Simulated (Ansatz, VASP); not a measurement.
MgW in VASP and in Ansatz

```
CELL_PARAMETERS angstrom
4.81050 0.00000 0.01493
0.00000 3.13158 0.00000
-0.01343 0.00000 4.43296
ATOMIC_POSITIONS crystal
Mg 0.50000 0.24992 0.75000
Mg 0.50000 0.75008 0.25000
W 0.00000 0.74878 0.75000
W 0.00000 0.25122 0.25000
```

Alike in both runs: functional PBEsol; k mesh 4 × 4 × 4; occupations gaussian, width 0.1 eV; no spin polarisation.

Ansatz relaxed the structure, and its values are those at the end. VASP's run is a single point on that final structure, the one shown.

|  | VASP | Ansatz |
| --- | --- | --- |
| version | VASP 6.6.1 | Ansatz 0.2.0 |
| potentials or method | VASP PAW PBE potentials, release 64 (Mg, W_sv) | scalar-relativistic, plane waves, PAW |
| plane-wave cutoff (eV) | 520 | 420 |
| valence electrons in the cell | 32 | 48 |

VASP gave:

```
gap on the k mesh at the Fermi level (eV) : none
pressure (GPa)                            : 0.3
rms of the force components (eV/Å)        : 0.004
```

Q: What did Ansatz give for the same quantities?

A: gap on the k mesh at the Fermi level (eV): none; pressure (GPa): 0.1; rms of the force components (eV/Å): 0.003.

A gap of «none» marks a metal or a gap that the smearing closes. With one functional, cell and mesh, what is left measures potentials, basis and numerics. The two sets of potentials don't hold the same shells in valence.

Caveats: the k mesh is coarse (spacing up to 0.50 Å⁻¹), so the values aren't converged; the PAW data sets were made with another functional, which shifts forces and pressure a little (VASP). The runs have no spin-orbit coupling, so splittings on W are missing.
